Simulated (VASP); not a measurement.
Input of a VASP 6.6.1 run:

POSCAR

```
AlBP2
1.0
    3.4921110810      0.0000000000      0.0000000000
    0.0000000000      3.4921110810      0.0000000000
    0.0000000000      0.0000000000      5.2135754130
B P Al
1 2 1
Direct
    0.0000000000      0.0000000000      0.0000000000
    0.0000000000      0.5000000000      0.2091361140
    0.5000000000      0.0000000000      0.7908638860
    0.5000000000      0.5000000000      0.5000000000
```

The input INCAR.step1:

```
SYSTEM = AlBP2
PREC = Accurate ; ENCUT = 520
EDIFF = 1E-5 ; ISMEAR = 0
SIGMA = 0.01 ; LREAL = .FALSE.
LASPH = .TRUE. ; NELM = 100
ALGO = Normal ; ISIF = 2
LWAVE = .TRUE. ; NBANDS = 16
GGA = PE
```

File INCAR.step2:

```
SYSTEM = AlBP2
PREC = Accurate ; ENCUT = 520
EDIFF = 1E-7 ; ISMEAR = 0
SIGMA = 0.01 ; LREAL = .FALSE.
LASPH = .TRUE. ; NELM = 100
ALGO = Normal ; ISIF = 2
LWAVE = .FALSE. ; LCHARG = .TRUE.
GGA = PE ; LHFCALC = .TRUE.
HFSCREEN = 0.2079 ; PRECFOCK = Normal
LELF = .TRUE. ; LVHAR = .TRUE.
NBANDS = 16 ; ISTART = 1
```

The input KPOINTS:

```
regular mesh
0
G
  6 6 4
  0 0 0
```

Potentials or basis: VASP PAW PBE potentials, release 64 (B, P, Al).

Run with:

```console
$ cat potpaw_PBE.64/B/POTCAR potpaw_PBE.64/P/POTCAR potpaw_PBE.64/Al/POTCAR > POTCAR
$ cp INCAR.step1 INCAR
$ mpirun -np 1 vasp_std > vasp.out
$ cp INCAR.step2 INCAR
$ mpirun -np 1 vasp_std > vasp.out
```

**Question.** Estimate the band gap on the k mesh.

**Answer.** 1.50 eV, direct.

**Question.** Predict the pressure.

**Answer.** -1.1 GPa.

**Question.** What does it give for the largest force?

**Answer.** 0.098 eV/Å.

Forces in eV/Å, atoms in the order of the input:
```
B    0.000  0.000  0.000
P    0.000  0.000 -0.098
P    0.000  0.000  0.098
Al   0.000  0.000  0.000
```

Caveat: the PAW data sets were made with another functional, which shifts forces and pressure a little. A k mesh can miss the band edges.
